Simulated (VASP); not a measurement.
These are PBE GGA with D4 dispersion, VASP's PBE PAW potentials (set 64) (plane waves; VASP) values and carry that method's errors.

VASP ran on this input.

**KPOINTS**
```
Automatic mesh
0
gamma
 10 10 10
0 0 0
```

**POSCAR**
```
LiH
1.0
  0.0000000000   1.9764719573   1.9764719573
  1.9764719573   0.0000000000   1.9764719573
  1.9764719573   1.9764719573   0.0000000000
Li H
1 1
Cart
  1.9764719573   3.9529439146   1.9764719573
  1.9764719573   1.9764719573   1.9764719573
```

### INCAR
```
SYSTEM = LiH
PREC = Accurate
ENCUT = 520
EDIFF = 1E-6
NELM = 100
ALGO = Normal
LREAL = .FALSE.
LASPH = .TRUE.
ISMEAR = 0
SIGMA = 0.05
GGA = PE
IVDW = 13
LWAVE = .FALSE.
LCHARG = .FALSE.
IBRION = 2
ISIF = 3
NSW = 60
EDIFFG = -0.01
```

POTCAR, in this order: Li_sv H (PBE.64 set). Program: vasp_std.

Output of the run:

### OUTCAR
```
 ion  position               nearest neighbor table
   1  0.000  0.000  0.000-
   2  0.500  0.500  0.500-
  LATTYP: Found a face centered cubic cell.
 ALAT       =     3.9529439146
 Subroutine PRICEL returns:
 Original cell was already a primitive cell.
 Subroutine GETGRP returns: Found 48 space group operations
The static configuration has the point symmetry O_h .
The dynamic configuration has the point symmetry O_h .
 Subroutine INISYM returns: Found 48 space group operations
 Subroutine IBZKPT returns following result:
 Found     47 irreducible k-points:

 Following reciprocal coordinates:
            Coordinates               Weight
  0.000000  0.000000  0.000000      1.000000
  0.100000  0.000000  0.000000      8.000000
  0.200000  0.000000  0.000000      8.000000
  0.300000  0.000000  0.000000      8.000000
  0.400000  0.000000  0.000000      8.000000
  0.500000  0.000000  0.000000      4.000000
  0.100000  0.100000  0.000000      6.000000
  0.200000  0.100000  0.000000     24.000000
  0.300000  0.100000  0.000000     24.000000
...
```

File OSZICAR:
```
       N       E                     dE             d eps       ncg     rms          rms(c)
DAV:   1    -0.199787689874E+01   -0.19979E+01   -0.13600E+03   582   0.596E+02
DAV:   2    -0.629984316257E+01   -0.43020E+01   -0.41968E+01   810   0.634E+01
DAV:   3    -0.636785989285E+01   -0.68017E-01   -0.68017E-01   660   0.787E+00
DAV:   4    -0.636907507917E+01   -0.12152E-02   -0.12152E-02   774   0.659E-01
DAV:   5    -0.636907697180E+01   -0.18926E-05   -0.18926E-05   708   0.324E-02    0.290E+00
DAV:   6    -0.618498186186E+01    0.18410E+00   -0.15193E-01   666   0.180E+00    0.146E+00
DAV:   7    -0.612217594148E+01    0.62806E-01   -0.20399E-01   732   0.231E+00    0.223E-01
DAV:   8    -0.612401697750E+01   -0.18410E-02   -0.56272E-03   672   0.664E-01    0.431E-02
DAV:   9    -0.612396531067E+01    0.51667E-04   -0.20734E-04   828   0.876E-02    0.927E-03
DAV:  10    -0.612396069290E+01    0.46178E-05   -0.57363E-06   630   0.218E-02    0.237E-03
DAV:  11    -0.612395972824E+01    0.96467E-06   -0.33669E-07   408   0.539E-03
   1 F= -.62721630E+01 E0= -.62721630E+01  d E =-.627216E+01
```

### OUTCAR
```
------------------------ aborting loop because EDIFF is reached ----------------------------------------
  Edisp (eV):   -0.14820
  FORCE on cell =-STRESS in cart. coord.  units (eV):
  Direction    XX          YY          ZZ          XY          YZ          ZX
  --------------------------------------------------------------------------------------
  Total      -0.00565    -0.00565    -0.00565    -0.00000     0.00000     0.00000
  in kB      -0.58570    -0.58570    -0.58570    -0.00000     0.00000     0.00000
  external pressure =       -0.59 kB  Pullay stress =        0.00 kB
  volume of cell :       15.44
      direct lattice vectors                 reciprocal lattice vectors
     0.000000000  1.976471957  1.976471957    -0.252976015  0.252976015  0.252976015
     1.976471957  0.000000000  1.976471957     0.252976015 -0.252976015  0.252976015
     1.976471957  1.976471957  0.000000000     0.252976015  0.252976015 -0.252976015
  FREE ENERGIE OF THE ION-ELECTRON SYSTEM (eV)
  ---------------------------------------------------
  free  energy   TOTEN  =        -6.2721629749 eV

  energy  without entropy=       -6.2721629749  energy(sigma->0) =       -6.27216297

 reached required accuracy - stopping structural energy minimisation
```
(Selected blocks of OUTCAR.)

OUTCAR:
```
 val. band max:        0.2913824464   @ k =   0.5000   0.5000   0.0000

 cond. band min:       3.2383385057   @ k =   0.5000   0.5000   0.0000


 Fermi energy:         0.5531160827

 k-point     1 :       0.0000    0.0000    0.0000
  band No.  band energies     occupation
      1     -43.9633      2.00000
      2      -5.3022      2.00000
      3      16.9311      0.00000
      4      18.6153      0.00000
      5      18.6153      0.00000
      6      18.6153      0.00000

 k-point     2 :       0.1000    0.0000    0.0000
  band No.  band energies     occupation
      1     -43.9581      2.00000
      2      -5.1231      2.00000
      3      15.3394      0.00000
      4      17.6401      0.00000
      5      18.2102      0.00000
      6      18.2102      0.00000

 k-point     3 :       0.2000    0.0000    0.0000
  band No.  band energies     occupation
      1     -43.9445      2.00000
      2      -4.5989      2.00000
      3      11.9403      0.00000
      4      16.3535      0.00000
      5      17.5603      0.00000
      6      17.5603      0.00000

 k-point     4 :       0.3000    0.0000    0.0000
  band No.  band energies     occupation
      1     -43.9278      2.00000
      2      -3.7917      2.00000
      3       8.6974      0.00000
      4      15.2724      0.00000
      5      17.1687      0.00000
      6      17.1687      0.00000

 k-point     5 :       0.4000    0.0000    0.0000
  band No.  band energies     occupation
      1     -43.9142      2.00000
      2      -2.9045      2.00000
      3       6.2788      0.00000
      4      14.5645      0.00000
      5      17.1127      0.00000
      6      17.1127      0.00000

 k-point     6 :       0.5000    0.0000    0.0000
  band No.  band energies     occupation
      1     -43.9089      2.00000
      2      -2.4597      2.00000
      3       5.3158      0.00000
      4      14.3198      0.00000
      5      17.1797      0.00000
      6      17.1797      0.00000
...
```

The compound is LiH in the rock salt structure. It was relaxed first, which changed the volume by -9 %. The start is the result of an earlier pass.
